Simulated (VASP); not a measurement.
A run of VASP 6.6.1 is set up as follows.

INCAR

```
SYSTEM = InBr2F
PREC = Accurate
ENCUT = 520
EDIFF = 1E-7
ISMEAR = 0
SIGMA = 0.01
LREAL = .False.
LASPH = .True.
NELM = 100
ALGO = Normal
ISIF = 2
LWAVE = .False.
LCHARG = .False.
GGA = PE
NBANDS = 25
```

KPOINTS

```
Automatic mesh
0
Gamma
  1 1 1
  0 0 0
```

POSCAR

```
InBr2F
1.0
   12.0000000000      0.0000000000      0.0000000000
    0.0000000000     13.0000000000      0.0000000000
    0.0000000000      0.0000000000     13.0000000000
F In Br
1 1 2
Direct
    0.5525375000      0.6278576900      0.6221653800
    0.5198125000      0.5384653800      0.5075653800
    0.6177625000      0.3753730800      0.5009192300
    0.3844041700      0.5992576900      0.3830653800
```

Potentials or basis: VASP PAW PBE potentials, release 64 (F, In_d, Br).

Command:

```console
$ cat potpaw_PBE.64/F/POTCAR potpaw_PBE.64/In_d/POTCAR potpaw_PBE.64/Br/POTCAR > POTCAR
$ mpirun -np 1 vasp_gam > vasp.out
```

(1) Estimate the largest force.

(2) What does it give for the gap between the frontier levels?

Results:

(1) 0.749 eV/Å.

(2) 3.75 eV.

Caveat: spin-orbit coupling is left out, which moves the levels of the heavy elements.
